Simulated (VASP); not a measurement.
# WSe2 (P6_3/mmc) in VASP: a series of runs

The runs below take WSe2 through dielectric tensor, band structure, with PBE, LDA, PBEsol.

Everything below comes from runs of VASP 6.6.1. Logs are shortened: lines on timing, memory, paths and dates and some standing lists are left out, and cuts for length are marked.

**Experimental background.**

From “Time-resolved XUV ARPES with tunable 24–33 eV laser pulses at 30 meV resolution”, 2019, pmc:6684652, for a bulk crystal of WSe2: band gap 1.3 eV (indirect).

The runs below are set against these values where they give the same quantity.

### 1 The crystal as given

Symmetry: P6_3/mmc, No. 194, hexagonal system. The conventional cell has a = 3.280 Å, b = 3.280 Å, c = 12.793 Å, α = 90.00°, β = 90.00°, γ = 120.00°. W (site symmetry -6m2) is surrounded by 6 Se at 2.54 Å. Se (site symmetry 3m) is surrounded by 3 W at 2.54 Å.

The cell is a database's computed one.

### 2 Dielectric tensor, PBE

INCAR reads:

```
SYSTEM = WSe2
PREC = Accurate
ENCUT = 450
EDIFF = 1E-8
ISMEAR = 0
SIGMA = 0.02
LREAL = .FALSE.
LASPH = .TRUE.
NELM = 120
ALGO = Normal
ISIF = 2
LWAVE = .FALSE.
LCHARG = .FALSE.
GGA = PE
LEPSILON = .TRUE.
IBRION = 8
KPAR = 4
```

KPOINTS reads:

```
Automatic mesh
0
G
  11 11 3
  0 0 0
```

POSCAR reads:

```
WSe2                                    
1.0
    3.2804836435      0.0000000007      0.0000000000
   -1.6402418705      2.8409821424      0.0000000000
    0.0000000000      0.0000000000     12.7934348696
  W               Se            
     2     4
Direct
     0.6666666699999979    0.3333333300000021    0.7500000000000000
     0.3333333300000021    0.6666666699999979    0.2500000000000000
     0.3333333300000021    0.6666666699999979    0.8818231090403117
     0.6666666699999979    0.3333333300000021    0.3818231090403117
     0.3333333300000021    0.6666666699999979    0.6181768909596883
     0.6666666699999979    0.3333333300000021    0.1181768909596883
```

Potentials or basis: VASP PAW PBE potentials, release 64 (W_sv, Se).

Started as:

```
cat potpaw_PBE.64/W_sv/POTCAR potpaw_PBE.64/Se/POTCAR > POTCAR
mpirun -np 4 vasp_std > vasp.out
```

OUTCAR:

```text
SYSTEM = WSe2
   PREC = Accurate
   ENCUT = 450
   EDIFF = 1E-8
   ISMEAR = 0
   LREAL = .FALSE.
   LASPH = .TRUE.
   NELM = 120
   ISIF = 2
   GGA = PE
   LEPSILON = .TRUE.
   IBRION = 8

 ion  position               nearest neighbor table
   1  0.667  0.333  0.750-   3 2.54   5 2.54   3 2.54   5 2.54   3 2.54   5 2.54
   2  0.333  0.667  0.250-   4 2.54   6 2.54   4 2.54   6 2.54   4 2.54   6 2.54
   3  0.333  0.667  0.882-   1 2.54   1 2.54   1 2.54
   4  0.667  0.333  0.382-   2 2.54   2 2.54   2 2.54
   5  0.333  0.667  0.618-   1 2.54   1 2.54   1 2.54
   6  0.667  0.333  0.118-   2 2.54   2 2.54   2 2.54

  LATTYP: Found a hexagonal cell.
 ALAT       =     3.2804836435
 C/A-ratio  =     3.8998624166

  Lattice vectors:

 A1 = (   3.2804836435,   0.0000000007,   0.0000000000)
 A2 = (  -1.6402418705,   2.8409821424,   0.0000000000)
 A3 = (   0.0000000000,   0.0000000000,  12.7934348696)

Analysis of symmetry for initial positions (statically):
=====================================================================
 Subroutine PRICEL returns:
 Original cell was already a primitive cell.

 Routine SETGRP: Setting up the symmetry group for a
 hexagonal supercell.

 Subroutine GETGRP returns: Found 24 space group operations
 (whereof 12 operations were pure point group operations)
 out of a pool of 24 trial point group operations.

The static configuration has the point symmetry D_3d.
 The point group associated with its full space group is D_6h.

Analysis of symmetry for dynamics (positions and initial velocities):
=====================================================================
 Subroutine PRICEL returns:
 Original cell was already a primitive cell.

 Routine SETGRP: Setting up the symmetry group for a
 hexagonal supercell.

 Subroutine GETGRP returns: Found 24 space group operations
 (whereof 12 operations were pure point group operations)
 out of a pool of 24 trial point group operations.

The dynamic configuration has the point symmetry D_3d.
 The point group associated with its full space group is D_6h.

 Subroutine INISYM returns: Found 24 space group operations
 (whereof 12 operations are pure point group operations),
 and found     1 'primitive' translations

----------------------------------------------------------------------------------------

                                     Primitive cell

  volume of cell :     119.2322

  direct lattice vectors                    reciprocal lattice vectors
     3.280483644  0.000000001  0.000000000     0.304833100  0.175995480  0.000000000
    -1.640241870  2.840982142  0.000000000    -0.000000000  0.351990949  0.000000000
     0.000000000  0.000000000 12.793434870     0.000000000  0.000000000  0.078165091

  length of vectors
     3.280483644  3.280483642 12.793434870     0.351990949  0.351990949  0.078165091

  position of ions in fractional coordinates (direct lattice)
     0.666666670  0.333333330  0.750000000
     0.333333330  0.666666670  0.250000000
     0.333333330  0.666666670  0.881823109
     0.666666670  0.333333330  0.381823109
     0.333333330  0.666666670  0.618176891
     0.666666670  0.333333330  0.118176891

  ion indices of the primitive-cell ions
   primitive index   ion index
                 1           1
                 2           2
                 3           3
[... 1027 lines left out ...]
  ---------------------------------------------------
  free energy    TOTEN  =        -0.12125059 eV

  energy without entropy =       -0.12125059

------------------------ aborting loop because EDIFF is reached ----------------------------------------

 INTERNAL STRAIN TENSOR  FOR ION    3  DIRECTION 3   (eV/Angst):
 -----------------------------------------------------------------------------
   -10.68405  0.00000  0.00000
     0.00000-10.68405 -0.00000
     0.00000  0.00000-27.23697

 MACROSCOPIC STATIC DIELECTRIC TENSOR (including local field effects in DFT)
 ------------------------------------------------------
          15.529872    -0.000000    -0.000000
          -0.000000    15.529872     0.000000
           0.000000    -0.000000     8.192177
 ------------------------------------------------------

 PIEZOELECTRIC TENSOR (including local field effects)  for field in x, y, z        (e  Angst)
          XX          YY          ZZ          XY          YZ          ZX
  --------------------------------------------------------------------------------
  x     0.00000     0.00000     0.00000     0.00000     0.00000     0.00000
  y     0.00000     0.00000     0.00000     0.00000     0.00000     0.00000
  z     0.00000     0.00000     0.00000     0.00000     0.00000     0.00000

 PIEZOELECTRIC TENSOR (including local field effects)  for field in x, y, z        (C/m^2)
          XX          YY          ZZ          XY          YZ          ZX
  --------------------------------------------------------------------------------
  x     0.00000     0.00000     0.00000     0.00000     0.00000     0.00000
  y     0.00000     0.00000     0.00000     0.00000     0.00000     0.00000
  z     0.00000     0.00000     0.00000     0.00000     0.00000     0.00000

 BORN EFFECTIVE CHARGES (including local field effects) (in |e|, cummulative output)
 ---------------------------------------------------------------------------------
 ion    1
    1    -1.24335     0.00000     0.00000
    2     0.00000    -1.24335     0.00000
    3     0.00000    -0.00000    -0.83651
 ion    2
    1    -1.24335     0.00000     0.00000
    2     0.00000    -1.24335     0.00000
    3     0.00000     0.00000    -0.83651
 ion    3
    1     0.62167    -0.00000     0.00000
    2    -0.00000     0.62167     0.00000
    3     0.00000    -0.00000     0.41825
 ion    4
    1     0.62167    -0.00000     0.00000
    2    -0.00000     0.62167     0.00000
    3    -0.00000     0.00000     0.41825
 ion    5
    1     0.62167    -0.00000     0.00000
    2    -0.00000     0.62167     0.00000
    3    -0.00000     0.00000     0.41825
 ion    6
    1     0.62167    -0.00000     0.00000
    2    -0.00000     0.62167     0.00000
    3     0.00000    -0.00000     0.41825

 INTERNAL STRAIN TENSOR FOR ION    6 for displacements in x,y,z  (eV/Angst):
          X           Y           Z          XY          YZ          ZX
  --------------------------------------------------------------------------------
  x    -0.00000     0.00000    -0.00000     3.68001    -0.00000    13.00338
  y     3.68001    -3.68001     0.00000     0.00000    13.78502    -0.00000
  z    10.68405    10.68405    27.23697    -0.00000     0.00000     0.00000

 SECOND DERIVATIVES (NOT SYMMETRIZED)
 ------------------------------------
               1X          1Y          1Z          2X          2Y          2Z          3X          3Y          3Z          4X          4Y          4Z          5X          5Y          5Z          6X          6Y          6Z
  1X   -18.419807    0.000000    0.000000    0.067461   -0.000000    0.000000    9.120397   -0.000000   -0.000000    0.055776   -0.000000    0.000000    9.120397   -0.000000    0.000000    0.055776   -0.000000   -0.000000
  1Y     0.000000  -18.419807   -0.000000   -0.000000    0.067461   -0.000000   -0.000000    9.120397    0.000000   -0.000000    0.055776   -0.000000   -0.000000    9.120397   -0.000000   -0.000000    0.055776    0.000000
  1Z    -0.000000    0.000000  -28.817665    0.000000   -0.000000    0.285429    0.000000   -0.000000   14.235427   -0.000000    0.000000    0.030691   -0.000000    0.000000   14.235427    0.000000   -0.000000    0.030691
  2X     0.067461   -0.000000    0.000000  -18.419807    0.000000    0.000000    0.055776   -0.000000   -0.000000    9.120397   -0.000000    0.000000    0.055776   -0.000000    0.000000    9.120397   -0.000000   -0.000000
  2Y    -0.000000    0.067461   -0.000000    0.000000  -18.419807   -0.000000   -0.000000    0.055776    0.000000   -0.000000    9.120397   -0.000000   -0.000000    0.055776   -0.000000   -0.000000    9.120397    0.000000
  2Z     0.000000   -0.000000    0.285429   -0.000000    0.000000  -28.817665    0.000000   -0.000000    0.030691   -0.000000    0.000000   14.235427   -0.000000    0.000000    0.030691    0.000000   -0.000000   14.235427
  3X     9.116714   -0.000000    0.000000    0.057619   -0.000000   -0.000000   -8.906862    0.000000    0.000000   -0.022469    0.000000    0.000000   -0.335707    0.000000   -0.000000    0.090705   -0.000000   -0.000000
  3Y    -0.000000    9.116714    0.000000   -0.000000    0.057619    0.000000    0.000000   -8.906862   -0.000000    0.000000   -0.022469    0.000000    0.000000   -0.335707    0.000000   -0.000000    0.090705    0.000000
  3Z     0.000000   -0.000000   14.224565   -0.000000   -0.000000    0.042734    0.000000    0.000000  -16.321902   -0.000000    0.000000    0.059607   -0.000000    0.000000    1.544681    0.000000    0.000000    0.450316
  4X     0.057619   -0.000000    0.000000    9.116714   -0.000000   -0.000000   -0.022469    0.000000    0.000000   -8.906862    0.000000   -0.000000    0.090705   -0.000000    0.000000   -0.335707    0.000000    0.000000
  4Y    -0.000000    0.057619   -0.000000   -0.000000    9.116714    0.000000    0.000000   -0.022469   -0.000000    0.000000   -8.906862    0.000000   -0.000000    0.090705   -0.000000    0.000000   -0.335707   -0.000000
  4Z     0.000000    0.000000    0.042734   -0.000000    0.000000   14.224565    0.000000    0.000000    0.059607   -0.000000    0.000000  -16.321902   -0.000000   -0.000000    0.450316    0.000000    0.000000    1.544681
  5X     9.116714   -0.000000   -0.000000    0.057619   -0.000000    0.000000   -0.335707    0.000000    0.000000    0.090705   -0.000000    0.000000   -8.906862    0.000000   -0.000000   -0.022469    0.000000    0.000000
  5Y    -0.000000    9.116714    0.000000   -0.000000    0.057619   -0.000000    0.000000   -0.335707   -0.000000   -0.000000    0.090705   -0.000000    0.000000   -8.906862    0.000000    0.000000   -0.022469   -0.000000
  5Z    -0.000000    0.000000   14.224565    0.000000    0.000000    0.042734    0.000000    0.000000    1.544681   -0.000000   -0.000000    0.450316   -0.000000    0.000000  -16.321902    0.000000    0.000000    0.059607
  6X     0.057619   -0.000000   -0.000000    9.116714   -0.000000    0.000000    0.090705   -0.000000   -0.000000   -0.335707    0.000000   -0.000000   -0.022469    0.000000    0.000000   -8.906862    0.000000    0.000000
  6Y    -0.000000    0.057619    0.000000   -0.000000    9.116714    0.000000   -0.000000    0.090705    0.000000    0.000000   -0.335707    0.000000    0.000000   -0.022469    0.000000    0.000000   -8.906862   -0.000000
  6Z    -0.000000   -0.000000    0.042734    0.000000   -0.000000   14.224565    0.000000    0.000000    0.450316   -0.000000    0.000000    1.544681   -0.000000    0.000000    0.059607    0.000000    0.000000  -16.321902

 Eigenvectors and eigenvalues of the dynamical matrix
 ----------------------------------------------------

   1 f  =    9.162237 THz    57.568033 2PiTHz  305.619330 cm-1    37.891951 meV
             X         Y         Z           dx          dy          dz
      1.640242  0.946994  9.595076    -0.000000   -0.000000    0.472922
     -0.000000  1.893988  3.198359     0.000000    0.000000   -0.472922
     -0.000000  1.893988 11.281547     0.000000    0.000000   -0.371716
      1.640242  0.946994  4.884829    -0.000000   -0.000000    0.371716
     -0.000000  1.893988  7.908606     0.000000    0.000000   -0.371716
      1.640242  0.946994  1.511888    -0.000000   -0.000000    0.371716
[... 145 lines left out ...]
  18 f/i=    0.000363 THz     0.002282 2PiTHz    0.012117 cm-1     0.001502 meV
             X         Y         Z           dx          dy          dz
      1.640242  0.946994  9.595076    -0.503594    0.123836   -0.000000
     -0.000000  1.893988  3.198359    -0.503594    0.123836   -0.000000
     -0.000000  1.893988 11.281547    -0.330062    0.081164   -0.000000
      1.640242  0.946994  4.884829    -0.330062    0.081164   -0.000000
     -0.000000  1.893988  7.908606    -0.330062    0.081164   -0.000000
      1.640242  0.946994  1.511888    -0.330062    0.081164   -0.000000

--------------------------------------------------------------------------------------------------------

 MACROSCOPIC STATIC DIELECTRIC TENSOR IONIC CONTRIBUTION
 ------------------------------------------------------
           0.255697    -0.000000     0.000000
          -0.000000     0.255697    -0.000000
           0.000000    -0.000000     0.074438
 ------------------------------------------------------

 ELASTIC MODULI CONTR FROM IONIC RELAXATION (kBar)
 Direction    XX          YY          ZZ          XY          YZ          ZX
 --------------------------------------------------------------------------------
 XX        -425.3002   -246.8132   -856.7130      0.0000     -0.0000      0.0000
 YY        -246.8132   -425.3002   -856.7130      0.0000      0.0000     -0.0000
 ZZ        -856.7130   -856.7130  -2184.0278      0.0000      0.0000     -0.0000
 XY           0.0000      0.0000      0.0000    -89.2435      0.0000      0.0000
 YZ          -0.0000      0.0000      0.0000      0.0000  -1176.1299      0.0000
 ZX           0.0000     -0.0000     -0.0000     -0.0000      0.0000  -1046.5339
 --------------------------------------------------------------------------------

 PIEZOELECTRIC TENSOR IONIC CONTR  for field in x, y, z        (C/m^2)
          XX          YY          ZZ          XY          YZ          ZX
  --------------------------------------------------------------------------------
  x    -0.00000     0.00000     0.00000    -0.00000     0.00000     0.00000
  y     0.00000    -0.00000    -0.00000    -0.00000    -0.00000    -0.00000
  z    -0.00000    -0.00000    -0.00000    -0.00000    -0.00000    -0.00000
```

Wall time 17 min (4 MPI ranks of Intel Xeon Platinum 8488C (Sapphire Rapids), shared host); peak memory 1.1 GiB.

Results:

| Property | Result |
| --- | --- |
| Band gap on the k mesh | 0.86 eV, indirect (least direct gap 1.77 eV) |
| Electronic dielectric tensor (diagonal) | 15.53, 15.53, 8.19 |
| Born charges (mean of the diagonal) | W -1.11; Se +0.55 e |
| Highest phonon frequency at Γ, LO-TO splitting left out | 306 cm⁻¹ |

Levels at points of the mesh, in eV from the valence-band top:
```csv
k point,band 23,band 24,band 25,band 26,band 27,band 28,band 29,band 30
"(0.00, 0.00, 0.00)",-1.45,-1.20,-0.96,0.00,2.63,2.63,2.68,2.68
```

Phonon frequencies in cm⁻¹ (negative: imaginary):
| q point | frequencies |
| --- | --- |
| (0.000, 0.000, 0.000) | 0 0 0 26 26 48 171 171 173 173 242 242 242 242 245 251 302 306 |

Electronic dielectric tensor:
```
15.53  0.00  0.00
 0.00 15.53  0.00
 0.00  0.00  8.19
```

Born effective charge tensors (e):
atom 1, W
```
-1.24  0.00  0.00
 0.00 -1.24  0.00
 0.00  0.00 -0.84
```
atom 2, W
```
-1.24  0.00  0.00
 0.00 -1.24  0.00
 0.00  0.00 -0.84
```
atom 3, Se
```
0.62 0.00 0.00
0.00 0.62 0.00
0.00 0.00 0.42
```
atom 4, Se
```
0.62 0.00 0.00
0.00 0.62 0.00
0.00 0.00 0.42
```
atom 5, Se
```
0.62 0.00 0.00
0.00 0.62 0.00
0.00 0.00 0.42
```
atom 6, Se
```
0.62 0.00 0.00
0.00 0.62 0.00
0.00 0.00 0.42
```

Caveat: spin-orbit coupling is left out, which moves the levels of the heavy elements; an odd mesh through Γ misses points on the zone boundary, where band edges often lie.

(Continued in part 2 of 3.)
